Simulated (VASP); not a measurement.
Write the native input for VASP 6.6.1 that does the following.

- Task: density of states
- Functional: PBE
- Potentials or basis: VASP PAW PBE potentials, release 64 (Ti_sv, C)
- Cutoff: 520 eV
- k mesh: 16 × 16 × 16
- Occupations: gaussian, width 0.1 eV
- Spin: collinear spin, ferromagnetic start
- Starting moments: [1, 0] μB
- k mesh for the DOS: 24 × 24 × 24
- Occupations for the DOS: tetrahedron
- Further INCAR settings: ALGO = Normal; EDIFF = 1e-07; NBANDS = 19

TiC:

```
CELL_PARAMETERS angstrom
0.00000 2.16709 2.16709
2.16709 0.00000 2.16709
2.16709 2.16709 0.00000
ATOMIC_POSITIONS crystal
Ti 0.00000 0.00000 0.00000
C 0.50000 0.50000 0.50000
```

These files were run (other wordings do the same):

POSCAR

```
TiC                                     
1.0
   -0.0000000000      2.1670866799      2.1670866799
    2.1670866799      0.0000000000      2.1670866799
    2.1670866799      2.1670866799     -0.0000000000
  Ti              C             
     1     1
Direct
     0.0000000000000000    0.0000000000000000    0.0000000000000000
     0.5000000000000000    0.5000000000000000    0.5000000000000000
```

INCAR.step1

```
PREC = Accurate
ENCUT = 520
EDIFF = 1E-7
ISMEAR = 0
SIGMA = 0.1
LREAL = F
LASPH = T
NELM = 150
ALGO = Normal
ISIF = 2
LWAVE = F
LCHARG = T
ISPIN = 2
MAGMOM = 1 0
LMAXMIX = 4
GGA = PE
NBANDS = 19
```

KPOINTS.step1

```
Automatic mesh
0
Gamma
  16 16 16
```

INCAR.step2

```
PREC = Accurate
ENCUT = 520
EDIFF = 1E-7
ISMEAR = -5
SIGMA = 0.1
LREAL = F
LASPH = T
NELM = 150
ALGO = Normal
ISIF = 2
LWAVE = F
LCHARG = F
ISPIN = 2
MAGMOM = 1 0
LORBIT = 11
LMAXMIX = 4
GGA = PE
NBANDS = 19
NEDOS = 2001
ICHARG = 11
```

KPOINTS.step2

```
Automatic mesh
0
Gamma
  24 24 24
```

Potentials or basis: VASP PAW PBE potentials, release 64 (Ti_sv, C).

Command:

```sh
$ cat potpaw_PBE.64/Ti_sv/POTCAR potpaw_PBE.64/C/POTCAR > POTCAR
$ cp INCAR.step1 INCAR
$ cp KPOINTS.step1 KPOINTS
$ mpirun -np 1 vasp_std > vasp.out
$ cp INCAR.step2 INCAR
$ cp KPOINTS.step2 KPOINTS
$ mpirun -np 1 vasp_std > vasp.out
```

It gave:

```
Net moment                                            : 0.00 μB per cell
Valence electrons inside the program's atomic spheres : Ti 10.39; C 2.40
```

Wall time 2.4 min on 1 thread of Intel(R) Xeon(R) Platinum 8488C (Sapphire Rapids), on a shared host, peak memory 0.34 GiB.
